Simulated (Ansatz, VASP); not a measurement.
**SiRh3: VASP beside Ansatz**

```
Rh Si
1.0
    -1.92059    1.92059    3.64472
     1.92059   -1.92059    3.64472
     1.92059    1.92059   -3.64472
Rh Si
3 1
Cartesian
  0.0000 0.0000 3.6447
  1.9206 0.0000 1.8224
  0.0000 1.9206 1.8224
  0.0000 0.0000 0.0000
```

Change from the starting cell: volume scaled by 0.98.

Alike in both runs: task single point; functional PBE; k mesh 10 × 10 × 10; occupations fermi-dirac, width 0.05 eV; no spin polarisation.

```csv
,VASP,Ansatz
version,VASP 6.6.1,Ansatz 0.2.0
potentials or method,"VASP PAW PBE potentials, release 64 (Rh_pv, Si)",Ansatz PAW
plane-wave cutoff (eV),520,420
valence electrons in the cell,49,55
```

|  | VASP | Ansatz | Ansatz less VASP |
| --- | --- | --- | --- |
| gap on the k mesh at the Fermi level (eV) | none | none | - |
| pressure (GPa) | 2.8 | 2.8 | -0.04 |
| largest component of the traceless stress (GPa) | 0.22 | 0.22 | -0.005 |

A gap of «none» marks a metal or a gap that the smearing closes. The two sets of potentials don't hold the same shells in valence.
